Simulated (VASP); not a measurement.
Input of a VASP 6.6.1 run:

Contents of INCAR:

```
SYSTEM = Si3Ge
PREC = Normal
ENCUT = 520
EDIFF = 1E-4
ISMEAR = 0
SIGMA = 0.15
LREAL = .FALSE.
LASPH = .TRUE.
NELM = 60
ALGO = Fast
ISIF = 3
LWAVE = .FALSE.
LCHARG = .FALSE.
GGA = PE
IBRION = 2
NSW = 24
EDIFFG = -0.08
```

The input KPOINTS:

```
regular mesh
0
G
  8 8 8
  0 0 0
```

POSCAR

```
Si3Ge
1.0
   -1.9168820700      1.9168820700      4.1771164200
    1.9168820700     -1.9168820700      4.1771164200
    1.9168820700      1.9168820700     -4.1771164200
Si Ge
3 1
Direct
    0.7500000000      0.2500000000      0.5000000000
    0.2500000000      0.7500000000      0.5000000000
    0.5000000000      0.5000000000      0.0000000000
    0.0000000000      0.0000000000      0.0000000000
```

Potentials or basis: VASP PAW PBE potentials, release 64 (Si, Ge_d).

Command:

```sh
$ cat potpaw_PBE.64/Si/POTCAR potpaw_PBE.64/Ge_d/POTCAR > POTCAR
$ mpirun -np 1 vasp_std > vasp.out
```

(1) Estimate the relaxed cell.

(2) Estimate the space group after relaxing (to 0.05 Å).

(3) Predict the band gap on the k mesh.

Results:

(1) a = 5.146 Å, b = 5.146 Å, c = 5.146 Å, α = 136.35°, β = 136.35°, γ = 63.44°.

(2) I4/mmm (No. 139).

(3) none (metal or under the smearing width).
